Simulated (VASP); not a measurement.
An input for Quantum ESPRESSO's pw.x (written as the equivalent of a VASP run, and not itself run):

```
&CONTROL
  calculation = 'vc-relax'
  pseudo_dir = './pseudo'
  outdir = './out'
  tprnfor = .true.
  tstress = .true.
  nstep = 40
  forc_conv_thr = 0.00039
/
&SYSTEM
  ibrav = 0
  nat = 2
  ntyp = 2
  ecutwfc = 62.5
  occupations = 'smearing'
  smearing = 'gaussian'
  degauss = 0.003675
  input_dft = 'pbe'
/
&ELECTRONS
  conv_thr = 7.3e-09
  electron_maxstep = 100
/
&IONS
/
&CELL
  press = 300
/
ATOMIC_SPECIES
  Pb 207.200 Pb.upf
  S 32.060 S.upf
CELL_PARAMETERS angstrom
    -0.0000000    2.7152997    2.7152997
     2.7152997    0.0000000    2.7152997
     2.7152997    2.7152997   -0.0000000
ATOMIC_POSITIONS crystal
  Pb   0.0000000  0.0000000  0.0000000
  S    0.5000000  0.5000000  0.5000000
K_POINTS automatic
  8 8 8 0 0 0
```

Translate this input to VASP (INCAR, KPOINTS, POSCAR, choice of POTCAR).

Several could match; the one computed here: 
**POSCAR**
```
PbS
1.0
  0.0000000000   2.7152996968   2.7152996968
  2.7152996968   0.0000000000   2.7152996968
  2.7152996968   2.7152996968   0.0000000000
Pb S
1 1
Cart
  0.0000000000   0.0000000000   0.0000000000
  2.7152996968   2.7152996968   2.7152996968
```

**INCAR**
```
! general
SYSTEM  = PbS
PREC    = Accurate
ENCUT   = 480
LREAL   = .FALSE.
LASPH   = .TRUE.

! electronic loop
EDIFF   = 1E-7
NELM    = 100
ALGO    = Normal
LMAXMIX = 4

! smearing
ISMEAR  = 0
SIGMA   = 0.05

! functional
GGA     = PE

! ions
IBRION  = 2
NSW     = 40
ISIF    = 3
EDIFFG  = -0.01
PSTRESS = 300

! output
LWAVE   = .FALSE.
LCHARG  = .FALSE.
```

### KPOINTS
```
Automatic mesh
0
Gamma
8 8 8
0 0 0
```

POTCAR, in this order: Pb_d S (PBE.64 set). Program: vasp_std.

What does not carry over: the potentials are each code's own (VASP's PAW set, PseudoDojo norm-conserving files in pw.x), so ENCUT and ecutwfc are chosen apart and not converted; conv_thr bounds pw.x's estimated SCF error, while EDIFF bounds the energy change between steps; forc_conv_thr acts on force components and is met together with etot_conv_thr.

The compound is PbS in the rock salt structure. It was relaxed first under an external pressure of 30 GPa.
